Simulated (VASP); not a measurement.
TlAg: single point with PBE

TlAg:

```
CELL_PARAMETERS angstrom
0.00000 2.98114 2.98114
2.98114 0.00000 2.98114
2.98114 2.98114 0.00000
ATOMIC_POSITIONS crystal
Tl 0.00000 0.00000 0.00000
Ag 0.50000 0.50000 0.50000
```

The cell was built by a generator and needn't be a form met in nature.

| Property | Result |
| --- | --- |
| Program | VASP 6.6.1 |
| Task | single point |
| Functional | PBE |
| Potentials or basis | VASP PAW PBE potentials, release 64 (Tl_d, Ag) |
| Cutoff | 520 eV |
| k mesh | 8 × 8 × 8 |
| Occupations | fermi-dirac, width 0.05 eV |
| Spin | no spin polarisation |
| Further INCAR settings | ALGO = Normal; EDIFF = 1e-07; NBANDS = 19 |

| Quantity | Value |
| --- | --- |
| Pressure | -0.2 GPa |
| Band gap on the k mesh | none (metal or under the smearing width) |

Levels at points of the mesh, in eV from the Fermi level:
```csv
k point,band 8,band 9,band 10,band 11,band 12,band 13,band 14,band 15,band 16,band 17
"(0.00, 0.00, 0.00)",-4.24,-4.24,-4.08,-4.08,4.32,4.32,4.32,5.59,8.37,10.02
"(0.50, 0.00, 0.00)",-4.63,-4.63,-4.14,-4.14,-2.71,5.32,5.32,5.81,6.73,6.73
"(0.50, 0.50, 0.00)",-4.05,-4.05,-4.02,-2.48,-2.00,1.19,1.19,2.01,6.62,13.59
```

It took 23 s on 1 thread of Intel(R) Xeon(R) Platinum 8488C (Sapphire Rapids), with other jobs on the host, peak memory 0.18 GiB.

The run has no spin-orbit coupling, so splittings on Tl are missing.
